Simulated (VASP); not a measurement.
An input for Ansatz (written as the equivalent of a VASP run, and not itself run):

Ansatz 0.2 input:
```yaml
crystal:
  lattice:
    - [0.0000000, 3.1913000, 3.1913000]
    - [3.1913000, 0.0000000, 3.1913000]
    - [3.1913000, 3.1913000, 0.0000000]
  atoms:
    - { symbol: Mg, position: [0.7500000, 0.7500000, 0.7500000] }
    - { symbol: Mg, position: [0.2500000, 0.2500000, 0.2500000] }
    - { symbol: Ge, position: [0.0000000, 0.0000000, 0.0000000] }
kpoints:
  mp_grid: { grid: [9, 9, 9] }
hamiltonian:
  xc: pbe
  pseudopotentials: { kind: paw }
scf:
  occupations: { method: methfessel_paxton, width: 0.1 }
  max_iter: 100
output: { forces: true, stress: true, eigenvalues: true }
```

**Question.** Translate this input to VASP (INCAR, KPOINTS, POSCAR, choice of POTCAR).

**Answer.** One answer among several that fit: 
File POSCAR:
```
Mg2Ge
4.513180
  0.0000000000   0.7071067407   0.7071067407
  0.7071067407   0.0000000000   0.7071067407
  0.7071067407   0.7071067407   0.0000000000
Mg Ge
2 1
direct
  0.7500000000   0.7500000000   0.7500000000
  0.2500000000   0.2500000000   0.2500000000
  0.0000000000   0.0000000000   0.0000000000
```

### INCAR
```
ALGO=Normal
EDIFF=1E-6
ENCUT=120
GGA=PE
ISIF=2
ISMEAR=1
LASPH=.True.
LCHARG=.False.
LMAXMIX=4
LREAL=.False.
LWAVE=.False.
NELM=100
PREC=Accurate
SIGMA=0.1
SYSTEM=Mg2Ge
```

**KPOINTS**
```
Automatic mesh
0
gamma
9 9 9
```

POTCAR, in this order: Mg Ge_d (PBE.64 set). Program: vasp_std.

Limits of the translation: each code has its own PAW files, so the cut-off isn't converted (ENCUT is set for VASP's; basis.ecutwfc is left out, and Ansatz then takes the one that its files recommend); Ansatz stops its SCF on the density residual and VASP on the energy change (EDIFF).

The structure comes from a computed database's Mg2Ge entry; how it stands against other phases isn't given here. The cell was not relaxed at this level. The run is one of a series of settings (ENCUT = 120 against the base run), some of them coarse on purpose.
